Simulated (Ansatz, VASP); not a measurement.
# Ti (Ti(0001)) in two plane-wave programs, part 2 of 2

Wanted: the spread between two codes on one cell, functional and k mesh.

VASP 6.6.1 and Ansatz 0.2.0.

So far: Set-up; Ansatz: single point, PBEsol; VASP: single point, PBEsol.

In doubt: too few empty bands were carried, so the values of those runs are not to be relied on.

### Step 3. VASP: single point, PBEsol (continued)

Level of this step: PBEsol; plane waves and PAW (Ti) (VASP).

Numbers of over 12 decimals in the logs are rounded to 6 here.

Parts of OUTCAR (step 3):

```text
ion  position               nearest neighbor table
   1  0.667  0.667  0.245-   2 2.70   2 2.70   2 2.70
   2  0.000  0.000  0.313-   1 2.70   1 2.70   1 2.70   3 2.89   3 2.89   3 2.89
   3  0.667  0.667  0.389-   4 2.83   4 2.83   4 2.83   2 2.89   2 2.89   2 2.89
   4  0.000  0.000  0.463-   3 2.83   3 2.83   3 2.83   5 2.83   5 2.83   5 2.83
   5  0.667  0.667  0.537-   6 2.83   6 2.83   6 2.83   4 2.83   4 2.83   4 2.83
   6  0.000  0.000  0.611-   5 2.83   5 2.83   5 2.83   7 2.89   7 2.89   7 2.89
   7  0.667  0.667  0.687-   8 2.70   8 2.70   8 2.70   6 2.89   6 2.89   6 2.89
   8  0.000  0.000  0.755-   7 2.70   7 2.70   7 2.70

  LATTYP: Found a hexagonal cell.
 ALAT       =     2.8915114989
 C/A-ratio  =    10.7166974627

 Subroutine GETGRP returns: Found 12 space group operations
 (whereof  6 operations were pure point group operations)

The static configuration has the point symmetry C_3v.
 The point group associated with its full space group is D_3d.

 Found     19 irreducible k-points:

   k-points           NKPTS =     19   k-points in BZ     NKDIM =     19   number of bands    NBANDS=     24

   dimension x,y,z NGX =    14 NGY =   14 NGZ =  140
   dimension x,y,z NGXF=    28 NGYF=   28 NGZF=  280

   ENCUT  =  320.0 eV  23.52 Ry    4.85 a.u.   4.22  4.22 45.20*2*pi/ulx,y,z

   NELECT =      32.0000    total number of electrons

 k-points in reciprocal lattice and weights: Automatic mesh
   0.00000000  0.00000000  0.00000000       0.007
   0.08333333 -0.00000000  0.00000000       0.042
   0.16666667  0.00000000  0.00000000       0.042
   0.25000000 -0.00000000  0.00000000       0.042
   0.33333333  0.00000000  0.00000000       0.042
   0.41666667 -0.00000000  0.00000000       0.042
   0.50000000 -0.00000000  0.00000000       0.021
   0.16666667  0.08333333  0.00000000       0.042
   0.25000000  0.08333333  0.00000000       0.083
[...]
-0.41666667  0.25000000  0.00000000       0.083
  -0.33333333  0.33333333  0.00000000       0.014

 dipolmoment           0.000000      0.000000     -0.000000 electrons x Angstroem

 average (electrostatic) potential at core
       1 -29.2585       2 -29.0439       3 -29.1357       4 -29.1412       5 -29.1412
       6 -29.1357       7 -29.0439       8 -29.2585

 E-fermi :   0.1851

 k-point     1 :       0.0000    0.0000    0.0000
  band No.  band energies     occupation
    ...
      4      -4.4572      2.00000
      5      -3.7453      2.00000
      6      -3.1810      2.00000
      7      -2.8102      2.00000
      8      -2.6477      2.00000
      9       0.3452     -0.06148
     10       0.3932     -0.06446
     11       0.6258     -0.00026
     12       0.7441     -0.00000
     13       0.7777     -0.00000
    ...

 k-point     2 :       0.0833   -0.0000    0.0000
  band No.  band energies     occupation
    ...
      7      -2.6373      2.00000
      8      -2.4833      2.00000
      9      -0.2014      2.00163
     10      -0.1463      2.00767
     11       0.1371      1.51223
     12       0.2674      0.20898
     13       0.3986     -0.06179
     14       0.4730     -0.02059
     15       0.6163     -0.00037
     16       0.6692     -0.00005
    ...

 k-point     3 :       0.1667    0.0000    0.0000
  band No.  band energies     occupation
    ...
     11      -0.3377      2.00001
     12      -0.0812      2.03077
     13      -0.0501      2.04908
     14       0.1270      1.60431
     15       0.1946      0.89359
     16       0.3354     -0.05063
     17       0.4017     -0.06011
     18       0.6010     -0.00063
     19       0.7334     -0.00000
     20       1.0608     -0.00000
    ...

  Total       -0.8544692     -0.8544692     -0.4194284      0.0000000      0.0000000      0.0000000
  in kB       -6.1015564     -6.1015564     -2.9950360      0.0000000      0.0000000      0.0000000
  external PRESSURE =      -5.0660496 kB  Pullay stress =       0.0000000 kB

  energy-cutoff  :      320.00
  volume of cell :      224.37
      direct lattice vectors                 reciprocal lattice vectors
     2.891511499  0.000000000  0.000000000     0.345839884 -0.199670750  0.000000000
     1.445755749  2.504122413  0.000000000     0.000000000  0.399341500  0.000000000
     0.000000000  0.000000000 30.987453944     0.000000000  0.000000000  0.032271125

 POSITION                                       TOTAL-FORCE (eV/Angst)
 -----------------------------------------------------------------------------------
      2.89151      1.66941      7.58224        -0.000000     -0.000000     -0.003640
      0.00000      0.00000      9.70610        -0.000000     -0.000000      0.055068
      2.89151      1.66941     12.06434         0.000000      0.000000     -0.025409
      0.00000      0.00000     14.34873        -0.000000      0.000000      0.006831
      2.89151      1.66941     16.63872         0.000000     -0.000000     -0.006831
      0.00000      0.00000     18.92311        -0.000000     -0.000000      0.025409
      2.89151      1.66941     21.28136         0.000000     -0.000000     -0.055068
      0.00000      0.00000     23.40522         0.000000      0.000000      0.003640
 -----------------------------------------------------------------------------------
    total drift:                                0.000001      0.000000     -0.000009

  FREE ENERGIE OF THE ION-ELECTRON SYSTEM (eV)
  ---------------------------------------------------
  free  energy   TOTEN  =       -64.2598602632 eV

  energy  without entropy=      -64.2634009063  energy(sigma->0) =      -64.26104048

 vacuum level on the upper side and lower side of the slab         4.663         4.663

 total charge
# of ion       s       p       d       tot
------------------------------------------
    1        0.580   0.463   2.429   3.471
    2        0.583   0.638   2.465   3.685
    3        0.566   0.604   2.414   3.584
    4        0.572   0.614   2.430   3.616
    5        0.572   0.614   2.430   3.616
    6        0.566   0.604   2.414   3.584
    7        0.583   0.638   2.465   3.685
    8        0.580   0.463   2.429   3.471
--------------------------------------------------
tot          4.601   4.636  19.476  28.713

[... 3 further parts left out ...]
```

### Step 4. Differences

Known differences besides the PAW data sets themselves: the data sets hold 96 valence electrons in Ansatz (default PAW (the set named soft_2) files) and 32 in VASP; the cutoff is 420 eV in Ansatz and 320 eV in VASP (PREC = Normal); Ansatz makes its cores anew for this functional, VASP keeps those of its PBE data sets. Total energies have different zeros and are not compared.

Both answers:

```
                                   quantity  Ansatz  VASP  difference
 work function, lower of the two faces (eV)    4.54  4.48       +0.06
work function, higher of the two faces (eV)    4.54  4.48       +0.06
```

At this near-relaxed geometry the largest component of a force difference is 78 meV/Å.

### Step 5. Further runs

The difference is large enough to ask for its cause, so further runs change the set-up of one program at a time, as the table lists.

```csv
run,r.m.s. force difference (meV/Å)
as above,23
"cores kept as stored, as VASP does, whose cores stay as stored",24
Ansatz's larger PAW set (cutoff 910 eV),23
norm-conserving potentials (cutoff 1143 eV),25
```

### Step 6. What came out

```
r.m.s. force difference (single point, PBEsol) : 23 meV/Å
```

What this shows: The r.m.s. force difference is 23 meV/Å (single point, PBEsol), beyond the 12 meV/Å picked in this series as the mark of a large difference. For single point, PBEsol: no further run halves the r.m.s. force difference; only Ansatz's side was varied, and Ansatz's runs with other potentials lie closer to each other than to VASP, which for this quantity points to VASP's side; this was not tested here. Differences of this kind measure data sets and numerical settings, not the functional's error against experiment.

[Lines on the potential files, build, host, timing and source positions are cut from VASP's logs without a mark.]

[Logs are printed without paths, hosts, clocks, repeated set-up lines and the standing remarks that a program may print on its own settings, such as how far it seeks lower states.]

[Hosts, paths, dates, database ids (printed as entryN), source tags and the programs' standing remarks are cut or masked in the printed files.]
